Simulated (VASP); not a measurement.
All values below come from PBE GGA, VASP's PBE PAW potentials (set 64) (plane waves; VASP).

A VASP calculation is set up with these files.

**INCAR**
```
SYSTEM = Au
PREC = Accurate
ENCUT = 480
EDIFF = 1E-7
NELM = 100
ALGO = Normal
LREAL = .FALSE.
LASPH = .TRUE.
ISMEAR = 1
SIGMA = 0.1
GGA = PE
LMAXMIX = 6
LWAVE = .FALSE.
LCHARG = .FALSE.
ISIF = 2
```

POSCAR:
```
Au
4.1337580
  0.0000000000   0.4999999893   0.4999999893
  0.4999999893   0.0000000000   0.4999999893
  0.4999999893   0.4999999893   0.0000000000
Au
1
direct
  0.0000000000   0.0000000000   0.0000000000
```

KPOINTS:
```
Automatic mesh
0
Gamma
14 14 14
0 0 0
```

POTCAR, in this order: Au (PBE.64 set). Program: vasp_std.

The resulting files:

### OUTCAR
```
 ion  position               nearest neighbor table
   1  0.000  0.000  0.000-
  LATTYP: Found a face centered cubic cell.
 ALAT       =     4.1337579116
 Subroutine PRICEL returns:
 Original cell was already a primitive cell.
 Subroutine GETGRP returns: Found 48 space group operations
The static configuration has the point symmetry O_h .
The dynamic configuration has the point symmetry O_h .
 Subroutine INISYM returns: Found 48 space group operations
 Subroutine IBZKPT returns following result:
 Found    104 irreducible k-points:

 Following reciprocal coordinates:
            Coordinates               Weight
  0.000000  0.000000  0.000000      1.000000
  0.071429  0.000000  0.000000      8.000000
  0.142857  0.000000  0.000000      8.000000
  0.214286  0.000000  0.000000      8.000000
  0.285714  0.000000  0.000000      8.000000
  0.357143  0.000000  0.000000      8.000000
  0.428571  0.000000  0.000000      8.000000
  0.500000  0.000000  0.000000      4.000000
  0.071429  0.071429  0.000000      6.000000
  0.142857  0.071429  0.000000     24.000000
  0.214286  0.071429  0.000000     24.000000
  0.285714  0.071429  0.000000     24.000000
  0.357143  0.071429  0.000000     24.000000
  0.428571  0.071429  0.000000     24.000000
  0.500000  0.071429  0.000000     24.000000
 -0.428571  0.071429  0.000000     24.000000
 -0.357143  0.071429  0.000000     24.000000
 -0.285714  0.071429  0.000000     24.000000
 -0.214286  0.071429  0.000000     24.000000
 -0.142857  0.071429  0.000000     24.000000
 -0.071429  0.071429  0.000000     12.000000
  0.142857  0.142857  0.000000      6.000000
  0.214286  0.142857  0.000000     24.000000
  0.285714  0.142857  0.000000     24.000000
  0.357143  0.142857  0.000000     24.000000
...
```

**OSZICAR**
```
       N       E                     dE             d eps       ncg     rms          rms(c)
DAV:   1     0.398366600499E+02    0.39837E+02   -0.55103E+03  2088   0.101E+03
DAV:   2    -0.310003341572E+01   -0.42937E+02   -0.39906E+02  1935   0.190E+02
DAV:   3    -0.347929140741E+01   -0.37926E+00   -0.37886E+00  2305   0.186E+01
DAV:   4    -0.348023072105E+01   -0.93931E-03   -0.93930E-03  2145   0.966E-01
DAV:   5    -0.348023690769E+01   -0.61866E-05   -0.61863E-05  2144   0.735E-02    0.843E+00
DAV:   6    -0.323527356686E+01    0.24496E+00   -0.81595E-01  1909   0.880E+00    0.543E+00
DAV:   7    -0.321801097127E+01    0.17263E-01   -0.71746E-02  2012   0.258E+00    0.265E+00
DAV:   8    -0.321603793580E+01    0.19730E-02   -0.13934E-03  1990   0.385E-01    0.224E-01
DAV:   9    -0.321602777482E+01    0.10161E-04   -0.51739E-06  2039   0.249E-02    0.169E-02
DAV:  10    -0.321603383962E+01   -0.60648E-05   -0.29033E-06  2107   0.220E-02    0.277E-03
DAV:  11    -0.321603374590E+01    0.93718E-07   -0.44411E-08  1415   0.202E-03
   1 F= -.32160337E+01 E0= -.32162593E+01  d E =0.676666E-03
```

### OUTCAR
```
------------------------ aborting loop because EDIFF is reached ----------------------------------------
  FORCE on cell =-STRESS in cart. coord.  units (eV):
  Direction    XX          YY          ZZ          XY          YZ          ZX
  --------------------------------------------------------------------------------------
  Total        0.2446037      0.2446037      0.2446037      0.0000000     -0.0000000      0.0000000
  in kB       22.1920995     22.1920995     22.1920995      0.0000000     -0.0000000      0.0000000
  external PRESSURE =      22.1920995 kB  Pullay stress =       0.0000000 kB
  volume of cell :       17.66
      direct lattice vectors                 reciprocal lattice vectors
     0.000000000  2.066878956  2.066878956    -0.241910635  0.241910635  0.241910635
     2.066878956  0.000000000  2.066878956     0.241910635 -0.241910635  0.241910635
     2.066878956  2.066878956  0.000000000     0.241910635  0.241910635 -0.241910635
 POSITION                                       TOTAL-FORCE (eV/Angst)
 -----------------------------------------------------------------------------------
      0.00000      0.00000      0.00000         0.000000      0.000000      0.000000
 -----------------------------------------------------------------------------------
    total drift:                                0.000000     -0.000000     -0.000000
  FREE ENERGIE OF THE ION-ELECTRON SYSTEM (eV)
  ---------------------------------------------------
  free  energy   TOTEN  =        -3.2160337459 eV

  energy  without entropy=       -3.2167104115  energy(sigma->0) =       -3.21625930
```
(Selected blocks of OUTCAR.)

The compound is Au in the fcc structure. This cell was strained or had an atom moved on purpose.
